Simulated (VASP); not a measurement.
A VASP calculation is set up with these files.

### POSCAR
```
BeTe
1
    3.6436050000     0.0000000000     0.0000000000
    0.0000000000     3.6436050000     0.0000000000
    0.0000000000     0.0000000000     6.4156850000
Be Te
2 2
Direct
  0.0000000000   0.5000000000   0.0000000000
  0.5000000000   0.0000000000   0.5000000000
  0.0000000000   0.0000000000   0.2500000000
  0.0000000000   0.0000000000   0.7500000000
```

**KPOINTS**
```
Automatic mesh
0
Gamma
5 5 3
0 0 0
```

INCAR:
```
SYSTEM = BeTe
PREC = Accurate
ENCUT = 400
EDIFF = 1E-6
NELM = 100
ALGO = Normal
LREAL = .FALSE.
LASPH = .TRUE.
ISMEAR = 0
SIGMA = 0.05
GGA = PE
LMAXMIX = 4
LWAVE = .FALSE.
LCHARG = .FALSE.
ISIF = 2
```

POTCAR, in this order: Be Te (PBE.64 set). Program: vasp_std.

Problem. Write an equivalent input for Ansatz.

Solution. One equivalent input (not run):
Ansatz 0.2 input:
```yaml
crystal:
  lattice:
    - [3.6436050, 0.0000000, 0.0000000]
    - [0.0000000, 3.6436050, 0.0000000]
    - [0.0000000, 0.0000000, 6.4156850]
  atoms:
    - { symbol: Be, position: [0.0000000, 0.5000000, 0.0000000] }
    - { symbol: Be, position: [0.5000000, 0.0000000, 0.5000000] }
    - { symbol: Te, position: [0.0000000, 0.0000000, 0.2500000] }
    - { symbol: Te, position: [0.0000000, 0.0000000, 0.7500000] }
kpoints:
  mp_grid: { grid: [5, 5, 3] }
hamiltonian:
  xc: pbe
  pseudopotentials: { kind: paw }
scf:
  occupations: { method: gaussian, width: 0.05 }
  max_iter: 100
output: { forces: true, stress: true, eigenvalues: true }
```
Limits of the translation: each code has its own PAW files, so the cut-off isn't converted (ENCUT is set for VASP's; basis.ecutwfc is left out, and Ansatz then takes the one that its files recommend); Ansatz stops its SCF on the density residual and VASP on the energy change (EDIFF).

The structure was generated: BeTe was put into the PtS type (P4_2/mmc), which need not be its known phase. The cell was not relaxed at this level. The k-mesh is coarse (spacing up to 0.34 per Å, 2π included), so the numbers may not be converged in it.
